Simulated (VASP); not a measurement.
An input for Quantum ESPRESSO's pw.x (written as the equivalent of a VASP run, and not itself run):

```
&CONTROL
  calculation = 'scf'
  pseudo_dir = './pseudo'
  outdir = './out'
  tprnfor = .true.
  tstress = .true.
/
&SYSTEM
  ibrav = 0
  nat = 4
  ntyp = 2
  ecutwfc = 84
  occupations = 'smearing'
  smearing = 'fermi-dirac'
  degauss = 0.003675
  input_dft = 'pz'
/
&ELECTRONS
  conv_thr = 7.3e-08
  electron_maxstep = 100
/
ATOMIC_SPECIES
  Pb 207.200 Pb.upf
  O 15.999 O.upf
CELL_PARAMETERS angstrom
     3.9995100    0.0000000    0.0000000
     0.0000000    3.9995100    0.0000000
     0.0000000    0.0000000    5.2598200
ATOMIC_POSITIONS crystal
  Pb   0.4788910 -0.0223590  0.2075000
  Pb   0.0023510  0.5314220  0.7883190
  O    0.5088100  0.4848040  0.0031870
  O    0.0099470  0.0061330  0.0009940
K_POINTS automatic
  7 7 5 0 0 0
```

Task: Write the VASP files for the same calculation (LDA).

Result: Several could match; the one computed here: 
**INCAR**
```
! general
SYSTEM  = PbO
PREC    = Accurate
ENCUT   = 400
LREAL   = .FALSE.
LASPH   = .TRUE.

! electronic loop
EDIFF   = 1E-6
NELM    = 100
ALGO    = Normal
LMAXMIX = 4

! smearing
ISMEAR  = -1
SIGMA   = 0.05

! ions
ISIF    = 2

! output
LWAVE   = .FALSE.
LCHARG  = .FALSE.
```

POSCAR:
```
PbO
1.0
  3.9995100000   0.0000000000   0.0000000000
  0.0000000000   3.9995100000   0.0000000000
  0.0000000000   0.0000000000   5.2598200000
Pb O
2 2
Cart
  1.9153293434  -0.0894250441   1.0914126500
  0.0094028480   2.1254276032   4.1464160426
  2.0349906831   1.9389784460   0.0167630463
  0.0397831260   0.0245289948   0.0052282611
```

KPOINTS:
```
Automatic mesh
0
Gamma
7 7 5
0 0 0
```

POTCAR, in this order: Pb_d O (LDA.64 set). Program: vasp_std.

What does not carry over: the potentials are each code's own (VASP's PAW set, PseudoDojo norm-conserving files in pw.x), so ENCUT and ecutwfc are chosen apart and not converted; conv_thr bounds pw.x's estimated SCF error, while EDIFF bounds the energy change between steps.

The structure comes from a computed database's PbO entry; how it stands against other phases isn't given here. The cell was not relaxed at this level, atoms are displaced from their ideal sites.
